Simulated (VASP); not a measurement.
OSZICAR of a VASP run on NiSi₂ (fluorite):

**OSZICAR**
```
       N       E                     dE             d eps       ncg     rms          rms(c)
DAV:   1     0.677440183273E+02    0.67744E+02   -0.76032E+03  4478   0.133E+03
DAV:   2    -0.169948962522E+02   -0.84739E+02   -0.79611E+02  4581   0.244E+02
DAV:   3    -0.210791508932E+02   -0.40843E+01   -0.39741E+01  5691   0.603E+01
DAV:   4    -0.211594625704E+02   -0.80312E-01   -0.80106E-01  5245   0.814E+00
DAV:   5    -0.211616037395E+02   -0.21412E-02   -0.21407E-02  5795   0.140E+00    0.173E+01
DAV:   6    -0.260602263545E+02   -0.48986E+01   -0.59620E+01  4795   0.191E+02    0.257E+01
DAV:   7    -0.190292182901E+02    0.70310E+01   -0.17192E+01  5326   0.119E+02    0.425E+00
DAV:   8    -0.189401934564E+02    0.89025E-01   -0.24131E+00  6523   0.266E+01    0.266E+00
DAV:   9    -0.188896910553E+02    0.50502E-01   -0.29500E-01  5569   0.109E+01    0.627E-01
DAV:  10    -0.188875959928E+02    0.20951E-02   -0.11414E-02  6191   0.224E+00    0.279E-01
DAV:  11    -0.188874640884E+02    0.13190E-03   -0.10030E-03  6351   0.293E-01    0.541E-02
DAV:  12    -0.188874831267E+02   -0.19038E-04   -0.47807E-05  6043   0.131E-01    0.236E-02
DAV:  13    -0.188874787027E+02    0.44240E-05   -0.17641E-05  5887   0.105E-01    0.704E-03
DAV:  14    -0.188874786601E+02    0.42576E-07   -0.15515E-06  5439   0.102E-02    0.201E-03
DAV:  15    -0.188874786579E+02    0.22117E-08   -0.21237E-07  4107   0.963E-03
   1 F= -.18887479E+02 E0= -.18887245E+02  d E =-.701664E-03
```

Question: Which electronic solver shows in the log?

Answer: It is blocked Davidson (ALGO = Normal, or the opening steps of other solvers). The INCAR had ALGO = Normal.

Question: How was spin treated?

Answer: Without spin polarisation: there is no mag entry.

Question: Can the final energy be trusted as converged?

Answer: The run converged. It stopped with EDIFF = 1E-7, NELM = 100 (PBEsol GGA, plane waves, VASP's PBE PAW potentials (set 64)).

The compound is NiSi2 in the fluorite structure. This cell was strained or had an atom moved on purpose. The run is not spin-polarised, so no magnetic state was tried.
